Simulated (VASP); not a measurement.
Method: LDA (Ceperley-Alder, Perdew-Zunger), VASP's LDA PAW potentials (set 64) (plane waves; VASP).

Input for VASP

**INCAR**
```
SYSTEM = Ti
PREC = Accurate; ENCUT = 400; LREAL = F
LASPH = T
EDIFF = 1E-6; NELM = 100; ALGO = Normal
LMAXMIX = 4
ISMEAR = 1; SIGMA = 0.1
IBRION = 2; NSW = 60; ISIF = 3
EDIFFG = -0.01
LWAVE = F; LCHARG = F
```

KPOINTS:
```
Automatic mesh
0
Gamma
13 13 7
0 0 0
```

File POSCAR:
```
Ti
1
    2.9357300000     0.0000000000     0.0000000000
   -1.4678650000     2.5424170000     0.0000000000
    0.0000000000     0.0000000000     4.6408600000
Ti
2
Direct
  0.3333330000   0.6666670000   0.2500000000
  0.6666670000   0.3333330000   0.7500000000
```

POTCAR, in this order: Ti_sv (LDA.64 set). Program: vasp_std.

Output of the run:

File OSZICAR:
```
...
DAV:  12    -0.170186428650E+02    0.70273E-05   -0.42706E-05  3800   0.442E-02    0.887E-03
DAV:  13    -0.170186421031E+02    0.76187E-06   -0.87275E-07  1976   0.106E-02
   1 F= -.17018642E+02 E0= -.17018619E+02  d E =-.170186E+02
       N       E                     dE             d eps       ncg     rms          rms(c)
DAV:   1    -0.234220265984E+02   -0.64034E+01   -0.16179E+02  3624   0.166E+02    0.218E+01
DAV:   2    -0.171693751956E+02    0.62527E+01   -0.24361E+01  3480   0.638E+01    0.706E+00
DAV:   3    -0.167750045466E+02    0.39437E+00   -0.60594E+00  3808   0.182E+01    0.283E+00
DAV:   4    -0.169110486693E+02   -0.13604E+00   -0.10978E+00  3344   0.936E+00    0.469E-01
DAV:   5    -0.169647755060E+02   -0.53727E-01   -0.12511E-01  3632   0.292E+00    0.831E-01
DAV:   6    -0.170363443710E+02   -0.71569E-01   -0.15031E-01  3608   0.222E+00    0.276E-01
DAV:   7    -0.170396164315E+02   -0.32721E-02   -0.77276E-03  3400   0.659E-01    0.207E-01
DAV:   8    -0.170426401382E+02   -0.30237E-02   -0.73081E-03  3496   0.619E-01    0.534E-02
DAV:   9    -0.170427364036E+02   -0.96265E-04   -0.77571E-04  4192   0.154E-01    0.197E-02
DAV:  10    -0.170427331599E+02    0.32438E-05   -0.19269E-05  3408   0.505E-02    0.104E-02
DAV:  11    -0.170427325725E+02    0.58735E-06   -0.10971E-05  3576   0.200E-02    0.613E-03
DAV:  12    -0.170427318239E+02    0.74861E-06   -0.12493E-06  1880   0.106E-02
   2 F= -.17042732E+02 E0= -.17042716E+02  d E =-.240897E-01
       N       E                     dE             d eps       ncg     rms          rms(c)
DAV:   1    -0.183707327263E+02   -0.13280E+01   -0.32973E+01  3544   0.836E+01    0.964E+00
DAV:   2    -0.171185821214E+02    0.12522E+01   -0.69454E+00  4120   0.309E+01    0.297E+00
DAV:   3    -0.170332705665E+02    0.85312E-01   -0.89140E-01  3688   0.692E+00    0.841E-01
DAV:   4    -0.170613104449E+02   -0.28040E-01   -0.14363E-01  3688   0.288E+00    0.391E-01
DAV:   5    -0.170892394969E+02   -0.27929E-01   -0.63902E-02  3528   0.148E+00    0.524E-01
DAV:   6    -0.170944479078E+02   -0.52084E-02   -0.10296E-02  3848   0.988E-01    0.156E-01
DAV:   7    -0.170955884573E+02   -0.11405E-02   -0.23899E-03  3464   0.334E-01    0.698E-02
DAV:   8    -0.170958850343E+02   -0.29658E-03   -0.49670E-04  3608   0.134E-01    0.214E-02
DAV:   9    -0.170958993220E+02   -0.14288E-04   -0.51800E-05  4096   0.563E-02    0.440E-03
DAV:  10    -0.170958987994E+02    0.52258E-06   -0.13838E-06  2168   0.951E-03
   3 F= -.17095899E+02 E0= -.17095894E+02  d E =-.772567E-01
       N       E                     dE             d eps       ncg     rms          rms(c)
DAV:   1    -0.170966953262E+02   -0.79600E-03   -0.20475E-02  3576   0.200E+00    0.243E-01
DAV:   2    -0.170959036027E+02    0.79172E-03   -0.40779E-03  4032   0.759E-01    0.734E-02
DAV:   3    -0.170958523813E+02    0.51221E-04   -0.55498E-04  3784   0.170E-01    0.238E-02
DAV:   4    -0.170958685799E+02   -0.16199E-04   -0.11417E-04  3560   0.773E-02    0.864E-03
DAV:   5    -0.170958822269E+02   -0.13647E-04   -0.28359E-05  3552   0.379E-02    0.130E-02
DAV:   6    -0.170958878865E+02   -0.56597E-05   -0.12424E-05  3424   0.270E-02    0.319E-03
DAV:   7    -0.170958884670E+02   -0.58044E-06   -0.11821E-06  1832   0.840E-03
   4 F= -.17095888E+02 E0= -.17095885E+02  d E =-.772464E-01
       N       E                     dE             d eps       ncg     rms          rms(c)
DAV:   1    -0.170983858722E+02   -0.24980E-02   -0.12333E-01  2832   0.503E+00    0.333E-01
DAV:   2    -0.170969116175E+02    0.14743E-02   -0.72261E-03  2696   0.108E+00    0.169E-01
DAV:   3    -0.170963014006E+02    0.61022E-03   -0.21671E-03  4032   0.485E-01    0.202E-02
DAV:   4    -0.170962996006E+02    0.18000E-05   -0.17390E-04  3136   0.194E-01    0.110E-02
DAV:   5    -0.170962985903E+02    0.10102E-05   -0.72265E-06  3384   0.264E-02    0.245E-03
DAV:   6    -0.170962985062E+02    0.84089E-07   -0.49149E-07  1584   0.940E-03
   5 F= -.17096299E+02 E0= -.17096361E+02  d E =-.410039E-03
       N       E                     dE             d eps       ncg     rms          rms(c)
DAV:   1    -0.170972454137E+02   -0.94682E-03   -0.50517E-02  2832   0.322E+00    0.213E-01
DAV:   2    -0.170966435007E+02    0.60191E-03   -0.29694E-03  2688   0.691E-01    0.108E-01
DAV:   3    -0.170963919019E+02    0.25160E-03   -0.89205E-04  4008   0.311E-01    0.130E-02
DAV:   4    -0.170963908644E+02    0.10375E-05   -0.71717E-05  3096   0.125E-01    0.703E-03
DAV:   5    -0.170963905795E+02    0.28492E-06   -0.27120E-06  2696   0.169E-02
   6 F= -.17096391E+02 E0= -.17096483E+02  d E =-.502113E-03
       N       E                     dE             d eps       ncg     rms          rms(c)
DAV:   1    -0.170964080479E+02   -0.17183E-04   -0.95419E-04  2824   0.442E-01    0.288E-02
DAV:   2    -0.170963976514E+02    0.10396E-04   -0.55811E-05  2728   0.944E-02    0.147E-02
DAV:   3    -0.170963927882E+02    0.48633E-05   -0.16320E-05  3896   0.422E-02    0.180E-03
DAV:   4    -0.170963926502E+02    0.13801E-06   -0.12216E-06  1568   0.172E-02
   7 F= -.17096393E+02 E0= -.17096488E+02  d E =-.504183E-03
       N       E                     dE             d eps       ncg     rms          rms(c)
DAV:   1    -0.170964119866E+02   -0.19198E-04   -0.11836E-03  2832   0.493E-01    0.325E-02
DAV:   2    -0.170963983658E+02    0.13621E-04   -0.69710E-05  2704   0.105E-01    0.165E-02
DAV:   3    -0.170963921979E+02    0.61679E-05   -0.20802E-05  3952   0.474E-02    0.201E-03
DAV:   4    -0.170963920376E+02    0.16033E-06   -0.15437E-06  1624   0.194E-02
   8 F= -.17096392E+02 E0= -.17096491E+02  d E =-.503571E-03
       N       E                     dE             d eps       ncg     rms          rms(c)
DAV:   1    -0.170963983584E+02   -0.61605E-05   -0.31998E-04  2808   0.256E-01    0.171E-02
DAV:   2    -0.170963942242E+02    0.41342E-05   -0.18860E-05  2720   0.553E-02    0.868E-03
DAV:   3    -0.170963927548E+02    0.14694E-05   -0.56378E-06  3328   0.249E-02    0.100E-03
DAV:   4    -0.170963928336E+02   -0.78851E-07   -0.48487E-07  1384   0.111E-02
   9 F= -.17096393E+02 E0= -.17096490E+02  d E =-.504367E-03
       N       E                     dE             d eps       ncg     rms          rms(c)
DAV:   1    -0.170978567156E+02   -0.14640E-02   -0.36370E-02  3696   0.266E+00    0.331E-01
DAV:   2    -0.170963890745E+02    0.14676E-02   -0.69237E-03  4024   0.100E+00    0.941E-02
DAV:   3    -0.170963207723E+02    0.68302E-04   -0.10069E-03  3864   0.228E-01    0.314E-02
DAV:   4    -0.170963573518E+02   -0.36579E-04   -0.18656E-04  3568   0.101E-01    0.127E-02
DAV:   5    -0.170963832726E+02   -0.25921E-04   -0.52885E-05  3496   0.507E-02    0.176E-02
DAV:   6    -0.170963920288E+02   -0.87562E-05   -0.21850E-05  3912   0.369E-02    0.454E-03
DAV:   7    -0.170963930397E+02   -0.10109E-05   -0.26364E-06  2376   0.120E-02    0.925E-04
DAV:   8    -0.170963932638E+02   -0.22408E-06   -0.41705E-07  1352   0.583E-03
  10 F= -.17096393E+02 E0= -.17096486E+02  d E =-.430164E-06
       N       E                     dE             d eps       ncg     rms          rms(c)
DAV:   1    -0.170967777680E+02   -0.38473E-03   -0.91439E-03  3696   0.133E+00    0.167E-01
DAV:   2    -0.170964114201E+02    0.36635E-03   -0.17390E-03  4008   0.503E-01    0.478E-02
DAV:   3    -0.170963907141E+02    0.20706E-04   -0.25379E-04  3888   0.114E-01    0.158E-02
DAV:   4    -0.170963982404E+02   -0.75262E-05   -0.47011E-05  3464   0.505E-02    0.616E-03
DAV:   5    -0.170964046489E+02   -0.64085E-05   -0.13166E-05  3472   0.253E-02    0.873E-03
DAV:   6    -0.170964070387E+02   -0.23897E-05   -0.51770E-06  2688   0.181E-02    0.217E-03
DAV:   7    -0.170964074044E+02   -0.36569E-06   -0.83489E-07  1416   0.914E-03
  11 F= -.17096407E+02 E0= -.17096503E+02  d E =-.145707E-04
```

File OUTCAR:
```
------------------------ aborting loop because EDIFF is reached ----------------------------------------
  FORCE on cell =-STRESS in cart. coord.  units (eV):
  Direction    XX          YY          ZZ          XY          YZ          ZX
  --------------------------------------------------------------------------------------
  Total       -0.0018189     -0.0018190     -0.0042984      0.0000000      0.0000000      0.0000000
  in kB       -0.0910692     -0.0910693     -0.2152100      0.0000000      0.0000000      0.0000000
  external PRESSURE =      -0.1324495 kB  Pullay stress =       0.0000000 kB
  volume of cell :       32.00
      direct lattice vectors                 reciprocal lattice vectors
     2.851126320  0.000000000 -0.000000000     0.350738581  0.202498996  0.000000000
    -1.425563160  2.469148043  0.000000000    -0.000000000  0.404997992  0.000000000
    -0.000000000 -0.000000000  4.545650117     0.000000000 -0.000000000  0.219990535
 POSITION                                       TOTAL-FORCE (eV/Angst)
 -----------------------------------------------------------------------------------
     -0.00000      1.64610      1.13641        -0.000000     -0.000000      0.000000
      1.42556      0.82305      3.40924         0.000000      0.000000     -0.000000
 -----------------------------------------------------------------------------------
    total drift:                               -0.000904      0.000522     -0.000020
  FREE ENERGIE OF THE ION-ELECTRON SYSTEM (eV)
  ---------------------------------------------------
  free  energy   TOTEN  =       -17.0964074044 eV

  energy  without entropy=      -17.0966929182  energy(sigma->0) =      -17.09650258

 reached required accuracy - stopping structural energy minimisation
```
(Selected blocks of OUTCAR.)

### CONTCAR
```
Ti
   1.00000000000000
     2.8511263200049379    0.0000000000000000   -0.0000000000000000
    -1.4255631600024690    2.4691480430701840    0.0000000000000000
    -0.0000000000000000   -0.0000000000000000    4.5456501170884138
  Ti
     2
Direct
     0.3333330000000032    0.6666669999999968    0.2500000000000000
     0.6666669999999968    0.3333330000000032    0.7500000000000000
```

Energy and stress use the plane-wave basis of the starting cell.

The structure comes from a computed database's Ti entry (P6_3/mmc); how it stands against other phases isn't given here. This run relaxes it. Symmetry was kept, so distortions that lower it aren't found.
